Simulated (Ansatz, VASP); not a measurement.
# C (Diamond): VASP beside Ansatz, part 2 of 2

One calculation is typed for both programs; each brings its own data sets. How far apart do they land? The cell is taken from a series of runs on this material, whose earlier steps may have relaxed, scaled, displaced or heated it; both programs get it as it stands.

VASP 6.6.1 and Ansatz 0.2.0.

So far: Set-up; Ansatz: G0W0 gap, r2SCAN.

## Step 3: VASP: G0W0 gap, r2SCAN

Level of this step: G0W0 on r2SCAN; plane waves and PAW (C_GW) (VASP).

The same cell, functional and mesh now go to VASP, with its own data sets.

Lines of VASP's logs that name or quote its potential files are left out, and so is its time.

The run reads the wave functions of an earlier VASP run, which isn't shown here.

INCAR

```
SYSTEM = C
PREC = Accurate
ENCUT = 440
ISMEAR = 0
SIGMA = 0.01
LREAL = .FALSE.
METAGGA = R2SCAN
LASPH = .TRUE.
NBANDS = 32
ALGO = EVGW0
NELMGW = 1
ENCUTGW = 100
NOMEGA = 64
PRECFOCK = Fast
NBANDSGW = 16
LWAVE = .FALSE.
LCHARG = .FALSE.
```

POSCAR

```
C
1.0
    0.0000000000      1.7833700000      1.7833700000
    1.7833700000      0.0000000000      1.7833700000
    1.7833700000      1.7833700000      0.0000000000
C
2
Direct
    0.0000000000      0.0000000000      0.0000000000
    0.2500000000      0.2500000000      0.2500000000
```

KPOINTS

```
Automatic mesh
0
Gamma
8 8 8
0 0 0
```

Potentials, in the order of the species: C_GW (PBE family, release 64).

On the command line:

```console
$ mpirun -np 8 vasp_std
```

Numbers of over 12 decimals in the logs are rounded to 6 here.

What it wrote:

```text
[banner, memory and clock lines left out]
running    8 mpi-ranks, on    1 nodes
 distrk:  each k-point on    8 cores,    1 groups
 distr:  one band on    1 cores,    8 groups

 POSCAR found type information on POSCAR C
 POSCAR found :  1 types and       2 ions
|                                                                             |
|           W    W    AA    RRRRR   N    N  II  N    N   GGGG   !!!           |
|           W    W   A  A   R    R  NN   N  II  NN   N  G    G  !!!           |
|           W    W  A    A  R    R  N N  N  II  N N  N  G       !!!           |
|           W WW W  AAAAAA  RRRRR   N  N N  II  N  N N  G  GGG   !            |
|           WW  WW  A    A  R   R   N   NN  II  N   NN  G    G                |
|           W    W  A    A  R    R  N    N  II  N    N   GGGG   !!!           |
|                                                                             |
|     For optimal performance we recommend to set                             |
|       NCORE = 2 up to number-of-cores-per-socket                            |
|     NCORE specifies how many cores store one orbital (NPAR=cpu/NCORE).      |
|     This setting can greatly improve the performance of VASP for DFT.       |
|     The default, NCORE=1 might be grossly inefficient on modern             |
|     multi-core architectures or massively parallel machines. Do your        |
|     Unfortunately you need to use the default for GW and RPA                |
|     calculations (for HF NCORE is supported but not extensively tested      |
|     yet).                                                                   |
|                                                                             |

|                                                                             |
|               ----> ADVICE to this user running VASP <----                  |
|                                                                             |
|     You enforced a specific xc type in the INCAR file but a different       |
|     [... a line on the potential file left out ...]
|     I HOPE YOU KNOW WHAT YOU ARE DOING!                                     |
|                                                                             |

|                                                                             |
|           W    W    AA    RRRRR   N    N  II  N    N   GGGG   !!!           |
|           W    W   A  A   R    R  NN   N  II  NN   N  G    G  !!!           |
|           W    W  A    A  R    R  N N  N  II  N N  N  G       !!!           |
|           W WW W  AAAAAA  RRRRR   N  N N  II  N  N N  G  GGG   !            |
|           WW  WW  A    A  R   R   N   NN  II  N   NN  G    G                |
|           W    W  A    A  R    R  N    N  II  N    N   GGGG   !!!           |
|                                                                             |
|     The default for ENCUTGWSOFT is different in this version of VASP.       |
|     please manually set ENCUTGWSOFT =100 in the INCAR file.                 |
|                                                                             |

 LDA part: xc-table for (None), standard interpolation
 found WAVECAR, reading the header
 POSCAR, INCAR and KPOINTS ok, starting setup
 FFT: planning ... GRIDC
 FFT: planning ... GRID_SOFT
 FFT: planning ... GRID
 reading WAVECAR
 the WAVECAR file was read successfully
 initial charge from wavefunction
 available memory per node:     29.23 GB, setting MAXMEM to     29927

 The Fermi energy was updated, please check that it is located mid-gap
 values below the HOMO (VB) or above the LUMO (CB) will cause erroneous energies
 E-fermi :  11.9070

 calculate exact exchange contribution
 the WAVEDER file was read successfully
energies w=
    0.000    0.000    0.931    0.000    1.860    0.000    2.784    0.000
    3.703    0.000    4.614    0.000    5.515    0.000    6.406    0.000
    7.286    0.000    8.154    0.000    9.010    0.000    9.854    0.000
   10.687    0.000   11.508    0.000   12.319    0.000   13.121    0.000
   13.914    0.000   14.700    0.000   15.480    0.000   16.256    0.000
   17.029    0.000   17.801    0.000   18.573    0.000   19.348    0.000
   20.126    0.000   20.911    0.000   21.704    0.000   22.508    0.000
   23.325    0.000   24.157    0.000   25.009    0.000   25.882    0.000
   26.780    0.000   27.707    0.000   28.668    0.000   29.667    0.000
   30.710    0.000   31.802    0.000   32.950    0.000   34.163    0.000
   35.450    0.000   36.822    0.000   38.291    0.000   39.871    0.000
   41.582    0.000   43.443    0.000   45.482    0.000   47.729    0.000
   50.223    0.000   53.012    0.000   56.159    0.000   59.740    0.000
   63.860    0.000   68.653    0.000   74.305    0.000   81.073    0.000
   89.322    0.000   99.601    0.000  112.752    0.000  130.163    0.000
  154.271    0.000  189.798    0.000  247.253    0.000  355.704    0.000
 responsefunction array rank=      32
 LDA part: xc-table for (None), standard interpolation

 min. memory requirement per mpi rank     80.8 MB, per node    646.4 MB

 allocating   8 responsefunctions rank=    32
 shmem allocating  64 responsefunctions rank=    32
 response function shared by NCSHMEM nodes    1
 Doing            8  frequencies on each core in blocks of           64
NQ=   1    0.0000    0.0000    0.0000,
|.........|.........|.........|.........|.........|.........|.........|.........
 performed        144000 updates of chi_q(r,r)
 total number of BLAS operations          0.84 Gflops
NQ=   2    0.1250    0.0000    0.0000,
|.........|.........|.........|.........|.........|.........|.........|.........
 performed        430000 updates of chi_q(r,r)
 total number of BLAS operations          2.16 Gflops
NQ=   3    0.2500    0.0000    0.0000,
|.........|.........|.........|.........|.........|.........|.........|.........
 performed        716000 updates of chi_q(r,r)
 total number of BLAS operations          3.48 Gflops
NQ=   4    0.3750    0.0000    0.0000,
|.........|.........|.........|.........|.........|.........|.........|.........
 performed       1002000 updates of chi_q(r,r)
 total number of BLAS operations          5.28 Gflops
NQ=   5    0.5000    0.0000    0.0000,
|.........|.........|.........|.........|.........|.........|.........|.........
 performed       1231000 updates of chi_q(r,r)
 total number of BLAS operations          6.17 Gflops
NQ=   6    0.1250    0.1250    0.0000,
|.........|.........|.........|.........|.........|.........|.........|.........
 performed       1509000 updates of chi_q(r,r)
 total number of BLAS operations          7.35 Gflops
NQ=   7    0.2500    0.1250    0.0000,
|.........|.........|.........|.........|.........|.........|.........|.........
 performed       2004000 updates of chi_q(r,r)
 total number of BLAS operations          9.45 Gflops
NQ=   8    0.3750    0.1250    0.0000,
|.........|.........|.........|.........|.........|.........|.........|.........
 performed       2499000 updates of chi_q(r,r)
 total number of BLAS operations         12.56 Gflops
NQ=   9    0.5000    0.1250    0.0000,
|.........|.........|.........|.........|.........|.........|.........|.........
 performed       2994000 updates of chi_q(r,r)
 total number of BLAS operations         15.24 Gflops
NQ=  10   -0.3750    0.1250    0.0000,
|.........|.........|.........|.........|.........|.........|.........|.........
 performed       3489000 updates of chi_q(r,r)
 total number of BLAS operations         17.92 Gflops
NQ=  11   -0.2500    0.1250    0.0000,
|.........|.........|.........|.........|.........|.........|.........|.........
 performed       3984000 updates of chi_q(r,r)
 total number of BLAS operations         20.20 Gflops
NQ=  12   -0.1250    0.1250    0.0000,
|.........|.........|.........|.........|.........|.........|.........|.........
 performed       4381000 updates of chi_q(r,r)
 total number of BLAS operations         21.74 Gflops
NQ=  13    0.2500    0.2500    0.0000,
|.........|.........|.........|.........|.........|.........|.........|.........
 performed       4659000 updates of chi_q(r,r)
 total number of BLAS operations         23.36 Gflops
NQ=  14    0.3750    0.2500    0.0000,
|.........|.........|.........|.........|.........|.........|.........|.........
 performed       5154000 updates of chi_q(r,r)
 total number of BLAS operations         26.04 Gflops
NQ=  15    0.5000    0.2500    0.0000,
|.........|.........|.........|.........|.........|.........|.........|.........
 performed       5649000 updates of chi_q(r,r)
 total number of BLAS operations         28.93 Gflops
NQ=  16   -0.3750    0.2500    0.0000,
|.........|.........|.........|.........|.........|.........|.........|.........
 performed       6144000 updates of chi_q(r,r)
 total number of BLAS operations         31.61 Gflops
NQ=  17   -0.2500    0.2500    0.0000,
|.........|.........|.........|.........|.........|.........|.........|.........
 performed       6541000 updates of chi_q(r,r)
 total number of BLAS operations         33.44 Gflops
NQ=  18    0.3750    0.3750    0.0000,
|.........|.........|.........|.........|.........|.........|.........|.........
 performed       6819000 updates of chi_q(r,r)
 total number of BLAS operations         34.62 Gflops
NQ=  19    0.5000    0.3750    0.0000,
|.........|.........|.........|.........|.........|.........|.........|.........
 performed       7314000 updates of chi_q(r,r)
 total number of BLAS operations         37.10 Gflops
NQ=  20   -0.3750    0.3750    0.0000,
|.........|.........|.........|.........|.........|.........|.........|.........
 performed       7711000 updates of chi_q(r,r)
 total number of BLAS operations         39.25 Gflops
NQ=  21    0.5000    0.5000    0.0000,
|.........|.........|.........|.........|.........|.........|.........|.........
 performed       7912000 updates of chi_q(r,r)
 total number of BLAS operations         40.03 Gflops
NQ=  22    0.3750    0.2500    0.1250,
|.........|.........|.........|.........|.........|.........|.........|.........
 performed       8464000 updates of chi_q(r,r)
 total number of BLAS operations         42.37 Gflops
NQ=  23    0.5000    0.2500    0.1250,
|.........|.........|.........|.........|.........|.........|.........|.........
 performed       9102000 updates of chi_q(r,r)
 total number of BLAS operations         46.10 Gflops
NQ=  24   -0.3750    0.2500    0.1250,
|.........|.........|.........|.........|.........|.........|.........|.........
 performed       9618000 updates of chi_q(r,r)
 total number of BLAS operations         49.33 Gflops
NQ=  25    0.5000    0.3750    0.1250,
|.........|.........|.........|.........|.........|.........|.........|.........
 performed      10170000 updates of chi_q(r,r)
 total number of BLAS operations         52.10 Gflops
NQ=  26   -0.3750    0.3750    0.1250,
|.........|.........|.........|.........|.........|.........|.........|.........
 performed      10808000 updates of chi_q(r,r)
 total number of BLAS operations         56.40 Gflops
NQ=  27   -0.2500    0.3750    0.1250,
|.........|.........|.........|.........|.........|.........|.........|.........
 performed      11324000 updates of chi_q(r,r)
 total number of BLAS operations         59.87 Gflops
NQ=  28   -0.3750    0.5000    0.1250,
|.........|.........|.........|.........|.........|.........|.........|.........
 performed      11722000 updates of chi_q(r,r)
 total number of BLAS operations         62.03 Gflops
NQ=  29   -0.2500    0.5000    0.2500,
|.........|.........|.........|.........|.........|.........|.........|.........
 performed      11996000 updates of chi_q(r,r)
 total number of BLAS operations         63.75 Gflops
 resolving degeneracies of screened two electron integrals

 calculate QP shifts <psi_nk| G(iteration)W_0 |psi_nk>: iteration 1
 entering main loop
```

OUTCAR, selected parts (step 3):

```text
ion  position               nearest neighbor table
   1  0.000  0.000  0.000-   2 1.54   2 1.54   2 1.54   2 1.54
   2  0.250  0.250  0.250-   1 1.54   1 1.54   1 1.54   1 1.54

  LATTYP: Found a face centered cubic cell.
 ALAT       =     3.5667400000

 Subroutine GETGRP returns: Found 48 space group operations
 (whereof 24 operations were pure point group operations)

The static configuration has the point symmetry T_d .
 The point group associated with its full space group is O_h .

 Found     29 irreducible k-points:

   k-points           NKPTS =     29   k-points in BZ     NKDIM =    512   number of bands    NBANDS=     32

   dimension x,y,z NGX =    18 NGY =   18 NGZ =   18
   dimension x,y,z NGXF=    36 NGYF=   36 NGZF=   36

   ENCUT  =  440.0 eV  32.34 Ry    5.69 a.u.   4.31  4.31  4.31*2*pi/ulx,y,z

   NELECT =       8.0000    total number of electrons

  energy-cutoff  :      440.00
  volume of cell :       11.34
      direct lattice vectors                 reciprocal lattice vectors
     0.000000000  1.783370000  1.783370000    -0.280368067  0.280368067  0.280368067
     1.783370000  0.000000000  1.783370000     0.280368067 -0.280368067  0.280368067
     1.783370000  1.783370000  0.000000000     0.280368067  0.280368067 -0.280368067

 k-points in reciprocal lattice and weights: Automatic mesh
   0.00000000  0.00000000  0.00000000       0.002
   0.12500000  0.00000000  0.00000000       0.016
   0.25000000  0.00000000  0.00000000       0.016
   0.37500000  0.00000000  0.00000000       0.016
   0.50000000  0.00000000  0.00000000       0.008
   0.12500000  0.12500000  0.00000000       0.012
   0.25000000  0.12500000  0.00000000       0.047
   0.37500000  0.12500000  0.00000000       0.047
   0.50000000  0.12500000  0.00000000       0.047
[...]
-0.37500000  0.50000000  0.12500000       0.023
  -0.25000000  0.50000000  0.25000000       0.012

 E-fermi :  11.9070

 QP shifts <psi_nk| G(iteration)W_0 |psi_nk>: iteration 1
 for sc-GW calculations column KS-energies equals QP-energies in previous step
 and V_xc(KS)=  KS-energies - (<T + V_ion + V_H > + <T+V_H+V_ion>^1  + <V_x>^1)
 k-point   1 :       0.0000    0.0000    0.0000
  band No.  KS-energies  QP-energies   sigma(KS)   V_xc(KS)     V^pw_x(r,r')   Z            occupation Imag(sigma)
      1     -12.9576     -13.4420     -16.7085     -16.0728     -25.5170       0.7621       2.0000       1.3954
      2       9.7459       9.5590     -16.9949     -16.7717     -19.1085       0.8373       2.0000       0.0514
      3       9.7459       9.5590     -16.9949     -16.7717     -19.1085       0.8373       2.0000       0.0514
      4       9.7459       9.5590     -16.9949     -16.7717     -19.1085       0.8373       2.0000       0.0514
      5      15.5796      16.8494     -13.7014     -15.2221      -9.3658       0.8350       0.0000      -0.0733
      6      15.5796      16.8494     -13.7014     -15.2221      -9.3658       0.8350       0.0000      -0.0733
      7      15.5796      16.8494     -13.7014     -15.2221      -9.3658       0.8350       0.0000      -0.0733
      8      23.5249      24.6937     -14.4105     -15.8946      -7.8546       0.7875       0.0000      -0.1691
    ...

 k-point   2 :       0.1250    0.0000    0.0000
  band No.  KS-energies  QP-energies   sigma(KS)   V_xc(KS)     V^pw_x(r,r')   Z            occupation Imag(sigma)
      1     -12.5064     -12.9786     -16.7016     -16.0829     -25.4087       0.7631       2.0000       1.3421
      2       7.1678       6.8899     -16.7364     -16.4007     -19.4061       0.8281       2.0000       0.0665
      3       9.0509       8.8520     -16.8892     -16.6512     -19.1322       0.8359       2.0000       0.0544
      4       9.0509       8.8520     -16.8892     -16.6512     -19.1322       0.8359       2.0000       0.0544
      5      16.4987      17.7790     -13.7904     -15.3300      -9.2494       0.8316       0.0000      -0.0794
      6      16.4987      17.7790     -13.7904     -15.3300      -9.2494       0.8316       0.0000      -0.0794
      7      16.9485      18.1524     -13.9149     -15.3626      -9.3558       0.8316       0.0000      -0.0813
      8      23.9861      25.1289     -14.2511     -15.7035      -7.5980       0.7868       0.0000      -0.1814
    ...

 k-point   3 :       0.2500    0.0000    0.0000
  band No.  KS-energies  QP-energies   sigma(KS)   V_xc(KS)     V^pw_x(r,r')   Z            occupation Imag(sigma)
      1     -11.1681     -11.6078     -16.6982     -16.1230     -25.0943       0.7644       2.0000       1.1803
      2       2.7407       2.2830     -16.6642     -16.0949     -20.6532       0.8040       2.0000       0.1194
      3       7.8875       7.6383     -16.8695     -16.5696     -19.4544       0.8310       2.0000       0.0623
      4       7.8875       7.6383     -16.8695     -16.5696     -19.4544       0.8310       2.0000       0.0623
      5      17.9245      19.2183     -13.6749     -15.2386      -8.7200       0.8274       0.0000      -0.0915
      6      17.9245      19.2183     -13.6749     -15.2386      -8.7200       0.8274       0.0000      -0.0915
      7      18.2186      19.3608     -13.9403     -15.3207      -8.9816       0.8274       0.0000      -0.0925
      8      25.1557      26.1704     -13.6388     -14.9343      -6.7315       0.7833       0.0000      -0.2159
    ...

 k-point   4 :       0.3750    0.0000    0.0000
  band No.  KS-energies  QP-energies   sigma(KS)   V_xc(KS)     V^pw_x(r,r')   Z            occupation Imag(sigma)
      1      -9.0221      -9.4255     -16.7827     -16.2527     -24.6537       0.7611       2.0000       0.9163
      2      -1.5499      -2.0672     -16.5048     -15.8372     -21.8122       0.7748       2.0000       0.2339
      3       7.0626       6.7694     -16.9201     -16.5657     -19.7800       0.8276       2.0000       0.0682
      4       7.0626       6.7694     -16.9201     -16.5657     -19.7800       0.8276       2.0000       0.0682
      5      18.5511      19.7966     -13.3574     -14.8621      -8.2306       0.8277       0.0000      -0.0955
      6      18.5511      19.7966     -13.3574     -14.8621      -8.2306       0.8277       0.0000      -0.0955
      7      18.7225      19.8329     -13.9884     -15.3344      -8.8505       0.8249       0.0000      -0.0975
      8      26.1663      26.9201     -12.6215     -13.5783      -5.5641       0.7879       0.0000      -0.2461
    ...

[... 4 further parts left out ...]
```

## Step 4: Differences

Known differences besides the potentials themselves: VASP keeps PBE cores, Ansatz makes them for the functional; fixed occupations in Ansatz, narrow Gaussian smearing in VASP; the cutoff is 500 eV in Ansatz and 440 eV in VASP; Ansatz integrates over frequency by contour deformation, VASP on a grid of NOMEGA points; Ansatz's G0W0 levels solve the quasiparticle equation, VASP's are linearised. Total energies have different zeros and are not compared.

The two programs side by side:

```
                   quantity  Ansatz  VASP  difference
  G0W0 gap on the mesh (eV)    5.40  5.34       +0.07
Kohn-Sham gap under it (eV)    4.35  4.32       +0.03
```

## Step 5: Summary of results

```
difference in G0W0 gap on the mesh (G0W0 gap, r2SCAN) : 0.067 eV
```

The difference in G0W0 gap on the mesh is 0.067 eV (G0W0 gap, r2SCAN). How closely two codes agree says nothing of how well the functional describes the real material.

[Lines on the potential files, build, host, timing and source positions are cut from VASP's logs without a mark.]

[Logs are printed without paths, hosts, clocks, repeated set-up lines and the standing remarks that a program may print on its own settings, such as how far it seeks lower states.]

[Hosts, paths, dates, database ids (printed as entryN), source tags and the programs' standing remarks are cut or masked in the printed files.]
